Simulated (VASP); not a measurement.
A convergence study with VASP on KI (space group Fm-3m): one setting is varied, all else stays as given below, so the limit is that of these other settings.

```
KI
1.0
    0.00000     3.51733     3.51733
    3.51733     0.00000     3.51733
    3.51733     3.51733     0.00000
K I
1 1
Direct
  0.00000   0.00000   0.00000
  0.50000   0.50000   0.50000
```

These are LDA (Ceperley-Alder, Perdew-Zunger), VASP's LDA PAW potentials (set 64) (plane waves; VASP) values and carry that method's errors. The tightest run used: 300 eV cut-off, 12×12×12 Γ-centred mesh, Gaussian smearing of 0.010 eV, potentials K_sv I.

The settings run are 2×2×2 mesh; 3×3×3 mesh; 4×4×4 mesh; 5×5×5 mesh; 6×6×6 mesh; 8×8×8 mesh; 10×10×10 mesh; 12×12×12 mesh. From which on does the mean ε∞ stay within 0.1  of the tightest run?

From 4×4×4 mesh on: it is off by 0.04 there and by no more than 0.1 in any finer run, while 3×3×3 mesh is off by 0.17.
| setting | mean ε∞ | irreducible k-points | difference judged () |
|---|---|---|---|
| 2×2×2 mesh | 3.92 | 3 | 0.95 |
| 3×3×3 mesh | 3.14 | 4 | 0.17 |
| 4×4×4 mesh | 3.00 | 8 | 0.04 |
| 5×5×5 mesh | 2.98 | 10 | 0.01 |
| 6×6×6 mesh | 2.97 | 16 | 0.00 |
| 8×8×8 mesh | 2.97 | 29 | 0.00 |
| 10×10×10 mesh | 2.97 | 47 | 0.00 |
| 12×12×12 mesh | 2.97 | 72 | 0.00 |

Left out are rungs that failed or repeat a setting and relaxations that didn't move; long series are thinned to 24 rows.

The structure is a typed KI crystal (space group no. 225). The cell was not relaxed at this level.
